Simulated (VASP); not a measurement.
# Vibrations of SnSe2: a test of the settings

How far do the zone-centre frequencies of SnSe2 depend on the numerical settings? The starting structure is a measured crystal structure from the Crystallography Open Database.

Main program and level: VASP 6.6.1; Kohn-Sham DFT with plane waves and PAW; LDA.

**1. The starting structure**

It takes space group P-3m1 (No. 164, trigonal). Conventional cell: a = 3.811 Å, b = 3.811 Å, c = 6.141 Å, α = 90.00°, β = 90.00°, γ = 120.00°. Nearest to Sn lie 6 Se at 2.68 Å. Se has 3 Sn at 2.68 Å nearest. Farther neighbours and most contacts between anions are not listed.

Structure file:

```cif
data_structure
_symmetry_space_group_name_H-M 'P-3m1'
_symmetry_Int_Tables_number 164
_cell_length_a 3.8108
_cell_length_b 3.8108
_cell_length_c 6.1410
_cell_angle_alpha 90.000
_cell_angle_beta 90.000
_cell_angle_gamma 120.000
_cell_volume 77.23
loop_
_atom_site_label
_atom_site_type_symbol
_atom_site_symmetry_multiplicity
_atom_site_Wyckoff_symbol
_atom_site_fract_x
_atom_site_fract_y
_atom_site_fract_z
_atom_site_occupancy
Sn1 Sn 1 a 0.00000 0.00000 0.00000 1
Se1 Se 2 d 0.66667 0.33333 0.75080 1
```

**2. Reference modes**

The cell comes from a relaxation at this level, not shown (73.84 Å³).

Contents of INCAR:

```
SYSTEM = SnSe2
PREC = Accurate
ENCUT = 450
EDIFF = 1E-08
NELM = 100
ISMEAR = 0
SIGMA = 0.03
LREAL = .FALSE.
ALGO = Normal
GGA = CA
NBANDS = 19
LORBIT = 11
LWAVE = .FALSE.
LCHARG = .FALSE.
KPAR = 4
IBRION = 8
LEPSILON = .TRUE.
LPEAD = .TRUE.
ISIF = 2
```

Contents of POSCAR:

```
SnSe2
1.0
    3.8037000948      0.0000000000      0.0000000000
   -1.9018500474      3.2941009104      0.0000000000
    0.0000000000      0.0000000000      5.8933458894
Sn Se
1 2
Direct
    0.0000000000      0.0000000000      0.0000000000
    0.6666666667      0.3333333333      0.7321938924
    0.3333333333      0.6666666667      0.2678061076
```

Contents of KPOINTS:

```
Automatic mesh
0
Gamma
10 10 6
0 0 0
```

Potentials, in the order of the species: Sn_d and Se (LDA family, release 64).

On the command line:

```bash
$ mpirun -np 4 vasp_std
```

The program printed:

```text
[banner, memory and clock lines left out]
running    4 mpi-ranks, on    1 nodes
 distrk:  each k-point on    1 cores,    4 groups
 distr:  one band on    1 cores,    1 groups

 POSCAR found type information on POSCAR SnSe
 POSCAR found :  2 types and       3 ions
 LDA part: xc-table for (Slater(with rela. corr.)+CA(PZ))
 , standard interpolation
 POSCAR, INCAR and KPOINTS ok, starting setup
 FFT: planning ... GRIDC
 FFT: planning ... GRID_SOFT
 FFT: planning ... GRID
 WAVECAR not read
 entering main loop
       N       E                     dE             d eps       ncg     rms          rms(c)
DAV:   1     0.190451696492E+03    0.19045E+03   -0.11373E+04  2800   0.143E+03
DAV:   2     0.732020142352E+01   -0.18313E+03   -0.17739E+03  2905   0.372E+02
DAV:   3    -0.133660258546E+02   -0.20686E+02   -0.20246E+02  3420   0.112E+02
DAV:   4    -0.140630416571E+02   -0.69702E+00   -0.69579E+00  3178   0.215E+01
DAV:   5    -0.140801392890E+02   -0.17098E-01   -0.17096E-01  3705   0.355E+00    0.529E+00
DAV:   6    -0.138282372547E+02    0.25190E+00   -0.49211E-01  4023   0.748E+00    0.337E+00
DAV:   7    -0.137976540216E+02    0.30583E-01   -0.13921E-01  3097   0.233E+00    0.965E-01
DAV:   8    -0.137945386726E+02    0.31153E-02   -0.97366E-03  3501   0.956E-01    0.267E-01
DAV:   9    -0.137943005536E+02    0.23812E-03   -0.11065E-03  3019   0.237E-01    0.785E-02
DAV:  10    -0.137942993250E+02    0.12286E-05   -0.90353E-05  3114   0.628E-02    0.287E-02
DAV:  11    -0.137943011005E+02   -0.17754E-05   -0.10414E-05  2935   0.196E-02    0.462E-03
DAV:  12    -0.137943008445E+02    0.25592E-06   -0.91204E-07  3421   0.643E-03    0.411E-03
DAV:  13    -0.137943009049E+02   -0.60401E-07   -0.25424E-07  3071   0.409E-03    0.145E-03
DAV:  14    -0.137943008936E+02    0.11313E-07   -0.41542E-08  2959   0.126E-03    0.429E-04
DAV:  15    -0.137943008940E+02   -0.36607E-09   -0.36025E-09  1527   0.419E-04
   1 F= -.13794301E+02 E0= -.13794301E+02  d E =-.105449E-08
 Linear response reoptimize wavefunctions to high precision
DAV:   1    -0.137943008941E+02   -0.67757E-10   -0.44023E-10  1725   0.177E-04
 Linear response to external field (no local field effect), progress :
  Direction:   1
       N       E                     dE             d eps       ncg     rms          rms(c)
RMM:   1    -0.113580415504E+01   -0.11358E+01    0.48114E-02  2542   0.104E+01
RMM:   2    -0.285531309655E+01   -0.17195E+01   -0.18158E-01  3095   0.245E+00
RMM:   3    -0.287462868321E+01   -0.19316E-01   -0.13858E-02  3263   0.515E-01
RMM:   4    -0.287484732632E+01   -0.21864E-03   -0.66740E-04  3277   0.146E-01
RMM:   5    -0.287486973351E+01   -0.22407E-04   -0.10243E-04  3521   0.448E-02
RMM:   6    -0.287487062938E+01   -0.89587E-06   -0.54167E-06  3441   0.124E-02
RMM:   7    -0.287487069939E+01   -0.70011E-07   -0.75800E-07  3463   0.388E-03
RMM:   8    -0.287487070473E+01   -0.53426E-08   -0.29156E-07  3141   0.106E-03
RMM:   9    -0.287487070809E+01   -0.33508E-08   -0.78668E-07  2386   0.309E-04
RMM:  10    -0.287487070533E+01    0.27532E-08   -0.71825E-08  1060   0.111E-04
 change of polarisation eV/A/(eV/A) component  1 :     5.750    -1.677    -0.350
 dielectric tensor                  component  1 :    15.090    -4.111    -0.857
 Linear response to external field (no local field effect), progress :
  Direction:   2
       N       E                     dE             d eps       ncg     rms          rms(c)
RMM:   1    -0.117859409597E+01   -0.11786E+01   -0.69540E-01  2564   0.102E+01
RMM:   2    -0.274926314671E+01   -0.15707E+01   -0.12709E-01  3131   0.236E+00
RMM:   3    -0.277288568687E+01   -0.23623E-01   -0.15300E-02  3267   0.515E-01
RMM:   4    -0.277311898705E+01   -0.23330E-03   -0.10270E-03  3288   0.150E-01
RMM:   5    -0.277313768117E+01   -0.18694E-04   -0.77280E-05  3518   0.390E-02
RMM:   6    -0.277313852662E+01   -0.84545E-06   -0.56851E-06  3395   0.114E-02
RMM:   7    -0.277313861128E+01   -0.84654E-07   -0.60997E-07  3517   0.346E-03
RMM:   8    -0.277313861557E+01   -0.42995E-08   -0.13658E-07  3091   0.898E-04
RMM:   9    -0.277313861446E+01    0.11184E-08   -0.48300E-07  2442   0.257E-04
RMM:  10    -0.277313861691E+01   -0.24559E-08   -0.15586E-07  1108   0.945E-05
RMM:  11    -0.277313861747E+01   -0.56290E-09    0.71182E-09   598   0.585E-05
 change of polarisation eV/A/(eV/A) component  2 :    -1.677     5.546    -0.874
 dielectric tensor                  component  2 :    -4.111    14.591    -2.141
 Linear response to external field (no local field effect), progress :
  Direction:   3
       N       E                     dE             d eps       ncg     rms          rms(c)
RMM:   1    -0.143786995643E+01   -0.14379E+01   -0.31279E+00  2535   0.975E+00
RMM:   2    -0.328436397205E+01   -0.18465E+01   -0.21593E-01  3141   0.236E+00
RMM:   3    -0.330168205991E+01   -0.17318E-01   -0.11135E-02  3250   0.481E-01
RMM:   4    -0.330200102420E+01   -0.31896E-03   -0.60751E-04  3193   0.134E-01
RMM:   5    -0.330201975643E+01   -0.18732E-04   -0.70359E-05  3513   0.401E-02
RMM:   6    -0.330202071407E+01   -0.95764E-06   -0.53092E-06  3395   0.111E-02
RMM:   7    -0.330202075183E+01   -0.37762E-07   -0.17314E-06  3365   0.310E-03
RMM:   8    -0.330202076220E+01   -0.10366E-07   -0.79155E-07  3017   0.992E-04
RMM:   9    -0.330202075354E+01    0.86538E-08   -0.71286E-06  2210   0.252E-04
[...]
Linear response progress:
  Degree of freedom:   1/  4
       N       E                     dE             d eps       ncg     rms          rms(c)
RMM:   1    -0.211891063582E+00   -0.21189E+00    0.85006E-01  7894   0.135E+01
RMM:   2    -0.217504171970E+00   -0.56131E-02   -0.13555E-02 11722   0.909E-01    0.685E-02
RMM:   3    -0.217434945550E+00    0.69226E-04   -0.10200E-03 12659   0.230E-01    0.365E-02
RMM:   4    -0.217222139469E+00    0.21281E-03   -0.71170E-05 13040   0.666E-02    0.154E-02
RMM:   5    -0.217150715115E+00    0.71424E-04   -0.94183E-06 13000   0.231E-02    0.537E-03
RMM:   6    -0.217153644674E+00   -0.29296E-05   -0.95362E-07 13611   0.768E-03    0.190E-03
RMM:   7    -0.217159552276E+00   -0.59076E-05   -0.21530E-07 13858   0.270E-03    0.209E-04
RMM:   8    -0.217159102335E+00    0.44994E-06   -0.94007E-08 13571   0.104E-03    0.640E-05
RMM:   9    -0.217159124650E+00   -0.22314E-07    0.94057E-08 14100   0.452E-04    0.258E-05
RMM:  10    -0.217158968412E+00    0.15624E-06   -0.49533E-09 14323   0.205E-04    0.156E-05
RMM:  11    -0.217159025574E+00   -0.57162E-07    0.81802E-09 13993   0.104E-04    0.602E-06
RMM:  12    -0.217158986999E+00    0.38575E-07    0.28204E-09 13825   0.560E-05    0.322E-06
RMM:  13    -0.217158925538E+00    0.61461E-07    0.64741E-09 13627   0.332E-05    0.881E-07
RMM:  14    -0.217158946799E+00   -0.21261E-07    0.29391E-09 11695   0.196E-05    0.727E-07
RMM:  15    -0.217158930953E+00    0.15846E-07    0.22636E-09 11679   0.135E-05    0.580E-07
RMM:  16    -0.217158899679E+00    0.31274E-07    0.11129E-09  7715   0.944E-06    0.323E-07
RMM:  17    -0.217158938911E+00   -0.39232E-07    0.45742E-10  5980   0.731E-06    0.302E-07
RMM:  18    -0.217158916118E+00    0.22793E-07    0.20769E-10  5250   0.622E-06    0.355E-07
RMM:  19    -0.217158912153E+00    0.39653E-08   -0.41725E-10  5058   0.555E-06    0.174E-07
 first order change of Fermi-energy  -0.95967E-05
 force on displaced ion       1 direction 1 :  -5.280   0.000   0.000
 Born effective charge ion    1 direction 1 :   5.217   0.000   0.000
 Linear response progress:
  Degree of freedom:   2/  4
       N       E                     dE             d eps       ncg     rms          rms(c)
RMM:   1    -0.226305945652E+00   -0.22631E+00    0.88779E-01  3373   0.139E+01
RMM:   2    -0.230745800425E+00   -0.44399E-02   -0.14812E-02  4914   0.901E-01    0.116E-01
RMM:   3    -0.229933207155E+00    0.81259E-03   -0.11179E-03  5151   0.246E-01    0.667E-02
RMM:   4    -0.229389340007E+00    0.54387E-03   -0.20510E-04  5335   0.925E-02    0.302E-02
RMM:   5    -0.229132306765E+00    0.25703E-03   -0.63459E-05  5319   0.498E-02    0.811E-03
RMM:   6    -0.229146930683E+00   -0.14624E-04   -0.78268E-06  5699   0.159E-02    0.187E-03
RMM:   7    -0.229169343404E+00   -0.22413E-04   -0.10549E-06  5532   0.594E-03    0.110E-03
RMM:   8    -0.229171593095E+00   -0.22497E-05   -0.44189E-07  5638   0.215E-03    0.193E-04
RMM:   9    -0.229172718366E+00   -0.11253E-05   -0.18360E-07  5906   0.808E-04    0.749E-05
RMM:  10    -0.229173155496E+00   -0.43713E-06   -0.51060E-07  5947   0.286E-04    0.328E-05
RMM:  11    -0.229173458516E+00   -0.30302E-06    0.10832E-07  5709   0.125E-04    0.666E-06
RMM:  12    -0.229173391604E+00    0.66912E-07   -0.97200E-08  5928   0.502E-05    0.320E-06
RMM:  13    -0.229173423236E+00   -0.31631E-07    0.48930E-08  5811   0.241E-05    0.994E-07
RMM:  14    -0.229173414115E+00    0.91210E-08   -0.10162E-08  5446   0.127E-05    0.389E-07
 first order change of Fermi-energy  -0.14915E-04
 force on displaced ion       1 direction 3 :  -0.000  -0.000 -14.708
 Born effective charge ion    1 direction 3 :   0.000   0.000   2.653
 Linear response progress:
  Degree of freedom:   3/  4
       N       E                     dE             d eps       ncg     rms          rms(c)
RMM:   1    -0.805633380246E-01   -0.80563E-01    0.60458E-02 26310   0.144E+00
RMM:   2    -0.798953106638E-01    0.66803E-03   -0.19062E-03 19674   0.276E-01    0.823E-02
RMM:   3    -0.800849072526E-01   -0.18960E-03   -0.23254E-04 22089   0.820E-02    0.420E-02
RMM:   4    -0.803149441205E-01   -0.23004E-03   -0.54748E-05 22187   0.451E-02    0.675E-03
RMM:   5    -0.803241151817E-01   -0.91711E-05   -0.27249E-06 22880   0.100E-02    0.286E-03
RMM:   6    -0.803174394055E-01    0.66758E-05   -0.14578E-07 22960   0.269E-03    0.112E-03
RMM:   7    -0.803177636674E-01   -0.32426E-06    0.11527E-07 24233   0.886E-04    0.208E-04
RMM:   8    -0.803182384807E-01   -0.47481E-06    0.10140E-06 22988   0.291E-04    0.699E-05
RMM:   9    -0.803179814058E-01    0.25707E-06    0.43317E-07 24868   0.857E-05    0.842E-06
RMM:  10    -0.803179916524E-01   -0.10247E-07   -0.11472E-08 24249   0.269E-05    0.281E-06
RMM:  11    -0.803179830165E-01    0.86359E-08    0.15581E-08 24107   0.126E-05    0.124E-06
 first order change of Fermi-energy   0.24489E-05
 force on displaced ion       2 direction 1 :  -3.668   0.000   0.000
 Born effective charge ion    2 direction 1 :  -2.605  -0.001  -0.000
 Linear response progress:
  Degree of freedom:   4/  4
       N       E                     dE             d eps       ncg     rms          rms(c)
RMM:   1    -0.994474237671E-01   -0.99447E-01    0.65302E-02  6076   0.154E+00
RMM:   2    -0.973123521262E-01    0.21351E-02   -0.23321E-03  4848   0.262E-01    0.942E-02
RMM:   3    -0.971830735957E-01    0.12928E-03   -0.26486E-04  5207   0.816E-02    0.445E-02
RMM:   4    -0.971749010943E-01    0.81725E-05   -0.45297E-05  5298   0.397E-02    0.197E-02
RMM:   5    -0.971924279883E-01   -0.17527E-04   -0.13867E-05  5246   0.207E-02    0.542E-03
RMM:   6    -0.971917609693E-01    0.66702E-06   -0.10619E-06  5219   0.604E-03    0.116E-03
RMM:   7    -0.971923796494E-01   -0.61868E-06   -0.33978E-08  5431   0.143E-03    0.415E-04
RMM:   8    -0.971925061030E-01   -0.12645E-06    0.13928E-08  5118   0.546E-04    0.101E-04
RMM:   9    -0.971924539644E-01    0.52139E-07    0.16348E-07  5393   0.192E-04    0.320E-05
RMM:  10    -0.971924033049E-01    0.50659E-07   -0.84311E-08  5785   0.605E-05    0.870E-06
RMM:  11    -0.971923873590E-01    0.15946E-07   -0.11324E-07  5685   0.193E-05    0.270E-06
RMM:  12    -0.971923968759E-01   -0.95169E-08   -0.21530E-08  5458   0.102E-05    0.563E-07
 first order change of Fermi-energy   0.47209E+00
 force on displaced ion       2 direction 3 :  -0.000  -0.000  -8.423
 Born effective charge ion    2 direction 3 :   0.000   0.000  -1.334
 Born effective charges drift removed
 Linear response finished
```

The job ended after 9.7 min (4 MPI ranks of Intel Xeon Platinum 8375C at 2.90GHz (Ice Lake), shared host; peak memory 3.5 GiB).

The logs omit lines about the potential files and the build; timing stands in the text.

[end of part 1 of 3]

[Lines on the potential files, build, host, timing and source positions are cut from VASP's logs without a mark.]

[Logs are printed without paths, hosts, clocks, repeated set-up lines and the standing remarks that a program may print on its own settings, such as how far it seeks lower states.]

[Hosts, paths, dates, database ids (printed as entryN), source tags and the programs' standing remarks are cut or masked in the printed files.]
